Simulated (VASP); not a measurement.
# CaBr (P-6m2) in VASP: single point with PBE

Aim: the single point of CaBr with PBE.

All numbers are computed with VASP 6.6.1; they aren't measurements. Logs are shortened: lines on timing, memory, paths and dates and some standing lists are left out, and cuts for length are marked.

### 1 The structure

It takes space group P-6m2 (No. 187, hexagonal). The conventional cell has a = 3.917 Å, b = 3.917 Å, c = 4.341 Å, α = 90.00°, β = 90.00°, γ = 120.00°. Ca (site symmetry -6m2) is surrounded by 6 Br at 3.13 Å. Around Br (site symmetry -6m2) lie 6 Ca at 3.13 Å.

The cell comes from a database or a generator and needn't be the stable form of this composition.

### 2 Single point, PBE

File INCAR:

```
SYSTEM = CaBr
ALGO = Normal
EDIFF = 1E-6
ENCUT = 520
GGA = PE
ISIF = 2
ISMEAR = 0
LASPH = .TRUE.
LCHARG = .FALSE.
LREAL = .FALSE.
LWAVE = .FALSE.
NBANDS = 16
NELM = 60
PREC = Accurate
SIGMA = 0.1
```

File KPOINTS:

```
k-points
0
G
  6 6 4
  0 0 0
```

File POSCAR:

```
CaBr
1.0
    3.9170223818      0.0000000000      0.0000000000
   -1.9585111909      3.3922408898      0.0000000000
    0.0000000000      0.0000000000      4.3410340000
Ca Br
1 1
Direct
    0.0000000000      0.0000000000      0.0000000000
    0.3333333300      0.6666666700      0.5000000000
```

Potentials or basis: VASP PAW PBE potentials, release 64 (Ca_sv, Br).

The run is started by

```console
cat potpaw_PBE.64/Ca_sv/POTCAR potpaw_PBE.64/Br/POTCAR > POTCAR
mpirun -np 1 vasp_std > vasp.out
```

OUTCAR:

```text
SYSTEM = CaBr
   EDIFF = 1E-6
   ENCUT = 520
   GGA = PE
   ISIF = 2
   ISMEAR = 0
   LASPH = .TRUE.
   LREAL = .FALSE.
   NELM = 60
   PREC = Accurate

 ion  position               nearest neighbor table
   1  0.000  0.000  0.000-
   2  0.333  0.667  0.500-

  LATTYP: Found a hexagonal cell.
 ALAT       =     3.9170223818
 C/A-ratio  =     1.1082484543

  Lattice vectors:

 A1 = (   3.9170223818,   0.0000000000,   0.0000000000)
 A2 = (  -1.9585111909,   3.3922408898,   0.0000000000)
 A3 = (   0.0000000000,   0.0000000000,   4.3410340000)

Analysis of symmetry for initial positions (statically):
=====================================================================
 Subroutine PRICEL returns:
 Original cell was already a primitive cell.

 Routine SETGRP: Setting up the symmetry group for a
 hexagonal supercell.

 Subroutine GETGRP returns: Found 12 space group operations
 (whereof 12 operations were pure point group operations)
 out of a pool of 24 trial point group operations.

The static configuration has the point symmetry D_3h.

Analysis of symmetry for dynamics (positions and initial velocities):
=====================================================================
 Subroutine PRICEL returns:
 Original cell was already a primitive cell.

 Routine SETGRP: Setting up the symmetry group for a
 hexagonal supercell.

 Subroutine GETGRP returns: Found 12 space group operations
 (whereof 12 operations were pure point group operations)
 out of a pool of 24 trial point group operations.

The dynamic configuration has the point symmetry D_3h.

 Subroutine INISYM returns: Found 12 space group operations
 (whereof 12 operations are pure point group operations),
 and found     1 'primitive' translations

----------------------------------------------------------------------------------------

                                     Primitive cell

  volume of cell :      57.6814

  direct lattice vectors                    reciprocal lattice vectors
     3.917022382  0.000000000  0.000000000     0.255295963  0.147395193  0.000000000
    -1.958511191  3.392240890  0.000000000     0.000000000  0.294790386  0.000000000
     0.000000000  0.000000000  4.341034000     0.000000000  0.000000000  0.230359864

  length of vectors
     3.917022382  3.917022382  4.341034000     0.294790386  0.294790386  0.230359864

  position of ions in fractional coordinates (direct lattice)
     0.000000000  0.000000000  0.000000000
     0.333333330  0.666666670  0.500000000

  ion indices of the primitive-cell ions
   primitive index   ion index
                 1           1
                 2           2

----------------------------------------------------------------------------------------

 KPOINTS: k-points

Automatic generation of k-mesh.
 Grid dimensions read from file:
 generate k-points for:    6    6    4

 Generating k-lattice:

  Cartesian coordinates                     Fractional coordinates (reciprocal lattice)
     0.042549327  0.024565865  0.000000000     0.166666667  0.000000000  0.000000000
     0.000000000  0.049131731  0.000000000     0.000000000  0.166666667  0.000000000
     0.000000000  0.000000000  0.057589966     0.000000000  0.000000000  0.250000000

  Length of vectors
     0.049131731  0.049131731  0.057589966

  Shift w.r.t. Gamma in fractional coordinates (k-lattice)
     0.000000000  0.000000000  0.000000000

 Subroutine IBZKPT returns following result:
 ===========================================

 Found     21 irreducible k-points:

 Following reciprocal coordinates:
            Coordinates               Weight
  0.000000  0.000000  0.000000      1.000000
  0.166667 -0.000000  0.000000      6.000000
  0.333333  0.000000  0.000000      6.000000
  0.500000  0.000000  0.000000      3.000000
  0.166667  0.166667  0.000000      6.000000
  0.333333  0.166667  0.000000     12.000000
[... 13 lines left out ...]
  0.333333  0.166667  0.500000     12.000000
  0.333333  0.333333  0.500000      2.000000
   k-points           NKPTS =     21   k-points in BZ     NKDIM =     21   number of bands    NBANDS=     16
   number of dos      NEDOS =    301   number of ions     NIONS =      2
   total plane-waves  NPLWV =  28800
   dimension x,y,z NGX =    30 NGY =   30 NGZ =   32
   dimension x,y,z NGXF=    60 NGYF=   60 NGZF=   64
   ions per type =               1   1
   NGX,Y,Z   is equivalent  to a cutoff of  12.73, 12.73, 12.25 a.u.
   NGXF,Y,Z  is equivalent  to a cutoff of  25.47, 25.47, 24.51 a.u.
 SYSTEM =  CaBr
   PREC   = accura    normal or accurate (medium, high low for compatibility)
   ISTART =      0    job   : 0-new  1-cont  2-samecut
   ICHARG =      2    charge: 1-file 2-atom 10-const
   ISPIN  =      1    spin polarized calculation?
   LNONCOLLINEAR =      F non collinear calculations
   LSORBIT =      F    spin-orbit coupling
   LASPH  =      T    aspherical Exc in radial PAW
   ENCUT  =  520.0 eV  38.22 Ry    6.18 a.u.   7.28  7.28  8.07*2*pi/ulx,y,z
   NELM   =     60;   NELMIN=  2; NELMDL= -5     # of ELM steps
   EDIFF  = 0.1E-05   stopping-criterion for ELM
   LREAL  =      F    real-space projection
   EDIFFG = 0.1E-04   stopping-criterion for IOM
   NSW    =      0    number of steps for IOM
   IBRION =     -1    ionic relax: 0-MD 1-quasi-New 2-CG
   NFREE  =      0    steps in history (QN), initial steepest desc. (CG)
   ISIF   =      2    stress and relaxation
   ISYM   =      2    0-nonsym 1-usesym 2-fastsym
   POTIM  = 0.5000    time-step for ionic-motion
   TEBEG  =    0.0;   TEEND  =   0.0 temperature during run
   PSTRESS=    0.0 pullay stress
   NELECT =      17.0000    total number of electrons
   NUPDOWN=      -1.0000    fix difference up-down
   EMIN   =  10.00;   EMAX   =-10.00  energy-range for DOS
   EFERMI =   0.00;   METHOD = LEGACY
   ISMEAR =     0;   SIGMA  =   0.10  broadening in eV -4-tet -1-fermi 0-gaus
   EFERMI_NEDOS =   21; number of points for ismear=-14 and -15
   IALGO  =     38    algorithm
   IMIX   =      4    mixing-type and parameters
     AMIX     =   0.40;   BMIX     =  1.00
     AMIX_MAG =   1.60;   BMIX_MAG =  1.00
  volume/ion in A,a.u.               =      28.84       194.63
  Fermi-wavevector in a.u.,A,eV,Ry     =   1.089463  2.058787 16.149159  1.186930
  Thomas-Fermi vector in A             =   2.225667
   LORBIT       =      0    0 simple, 1 ext, 2 COOP (PROOUT), +10 PAW based schemes
   GGA     = PE    functional components
   LHFCALC =     F    Hartree Fock is set to
   AEXX    =    0.0000 exact exchange contribution
   IVDW    =     0    specifies the selected vdW correction
   LEPSILON=     F    determine dielectric tensor
   LRPA    =     F    only Hartree local field effects (RPA)
 non-spin polarized calculation
 Gauss-broadening in eV      SIGMA  =   0.10
  energy-cutoff  :      520.00
  volume of cell :       57.68
 maximum number of plane-waves:      1576
 NGX is ok and might be reduce to    30
   NGX = 15   NGY = 15   NGZ = 17

 number of electron      16.9999998 magnetization

 Free energy of the ion-electron system (eV)
  ---------------------------------------------------
  ext. energy  EPLUGINS =         0.00000000
  ---------------------------------------------------
  free energy    TOTEN  =        -6.04155129 eV

  energy without entropy =       -6.02673158  energy(sigma->0) =       -6.03414143

 E-fermi :   4.6463     XC(G=0):  -8.8087

 val. band max:        4.6117813181   @ k =   0.5000   0.0000   0.2500
 cond. band min:       4.6996674797   @ k =   0.1667   0.1667   0.2500
 fundamental gap:      0.0878861615
 Fermi energy:         4.6462899938

 k-point     1 :       0.0000    0.0000    0.0000
  band No.  band energies     occupation
      1     -37.7413      2.00000
      2     -18.8064      2.00000
      3     -18.6910      2.00000
      4     -18.6910      2.00000
      5     -12.9551      2.00000
      6      -0.8936      2.00000
[... 8 lines left out ...]
     15      10.6300      0.00000
     16      11.2558      0.00000

 k-point     2 :       0.1667   -0.0000    0.0000
  band No.  band energies     occupation
      1     -37.7388      2.00000
      2     -18.8014      2.00000
      3     -18.7245      2.00000
      4     -18.6980      2.00000
      5     -12.8654      2.00000
      6      -0.8819      2.00000
[... 8 lines left out ...]
     15      10.2846      0.00000
     16      11.6949      0.00000

 k-point     3 :       0.3333    0.0000    0.0000
  band No.  band energies     occupation
      1     -37.7340      2.00000
      2     -18.7914      2.00000
      3     -18.7899      2.00000
      4     -18.7119      2.00000
      5     -12.6794      2.00000
      6      -1.8001      2.00000
[... 8 lines left out ...]
     15      10.2058      0.00000
     16      11.0279      0.00000

 k-point     4 :       0.5000    0.0000    0.0000
  band No.  band energies     occupation
      1     -37.7316      2.00000
      2     -18.8220      2.00000
      3     -18.7864      2.00000
      4     -18.7189      2.00000
      5     -12.5826      2.00000
      6      -2.2425      2.00000
[... 8 lines left out ...]
     15       9.2352      0.00000
     16      11.0628      0.00000
[... 267 lines left out ...]
 k-point    19 :       0.1667    0.1667    0.5000
  band No.  band energies     occupation
      1     -37.7339      2.00000
      2     -18.8396      2.00000
      3     -18.7552      2.00000
      4     -18.7104      2.00000
      5     -12.6438      2.00000
      6      -1.9160      2.00000
[... 8 lines left out ...]
     15       9.4388      0.00000
     16      10.8623      0.00000

 k-point    20 :       0.3333    0.1667    0.5000
  band No.  band energies     occupation
      1     -37.7304      2.00000
      2     -18.8216      2.00000
      3     -18.7889      2.00000
      4     -18.7299      2.00000
      5     -12.5706      2.00000
      6      -1.6704      2.00000
[... 8 lines left out ...]
     15       9.1343      0.00000
     16       9.7010      0.00000

 k-point    21 :       0.3333    0.3333    0.5000
  band No.  band energies     occupation
      1     -37.7292      2.00000
      2     -18.8157      2.00000
      3     -18.7725      2.00000
      4     -18.7641      2.00000
      5     -12.5451      2.00000
      6      -1.5349      2.00000
[... 8 lines left out ...]
     15       8.9610      0.00000
     16      10.6304      0.00000

------------------------ aborting loop because EDIFF is reached ----------------------------------------

  FORCE on cell =-STRESS in cart. coord.  units (eV):
  Direction    XX          YY          ZZ          XY          YZ          ZX
  --------------------------------------------------------------------------------------
  -------------------------------------------------------------------------------------
  Total        0.0752030      0.0752030      0.3929382      0.0000000      0.0000000      0.0000000
  in kB        2.0888610      2.0888610     10.9143752      0.0000000      0.0000000      0.0000000
  external PRESSURE =       5.0306990 kB  Pullay stress =       0.0000000 kB

 VOLUME and BASIS-vectors are now :
 -----------------------------------------------------------------------------
  energy-cutoff  :      520.00
  volume of cell :       57.68
      direct lattice vectors                 reciprocal lattice vectors
     3.917022382  0.000000000  0.000000000     0.255295963  0.147395193  0.000000000
    -1.958511191  3.392240890  0.000000000     0.000000000  0.294790386  0.000000000
     0.000000000  0.000000000  4.341034000     0.000000000  0.000000000  0.230359864

 POSITION                                       TOTAL-FORCE (eV/Angst)
 -----------------------------------------------------------------------------------
      0.00000      0.00000      0.00000         0.000000      0.000000      0.000000
     -0.00000      2.26149      2.17052        -0.000000      0.000000      0.000000
 -----------------------------------------------------------------------------------
    total drift:                                0.000013     -0.000007     -0.000000

  FREE ENERGIE OF THE ION-ELECTRON SYSTEM (eV)
  ---------------------------------------------------
  free  energy   TOTEN  =        -6.0415512881 eV

  energy  without entropy=       -6.0267315804  energy(sigma->0) =       -6.03414143
```

It took 18 s on 1 thread of AMD EPYC 7R13 (Zen 3), shared host; peak memory 0.15 GiB.

Results:

```yaml
Free_energy: -6.0416 eV
Pressure: 0.5 GPa
Band_gap_on_the_k_mesh: none (metal or under the smearing width)
```

Stress tensor (GPa, compression positive):
```
0.21 0.00 0.00
0.00 0.21 0.00
0.00 0.00 1.09
```

Caveat: the k mesh is coarse (spacing up to 0.36 Å⁻¹), so the values aren't converged; an odd number of electrons without spin polarisation forces a metal; a magnetic or distorted state may lie lower.
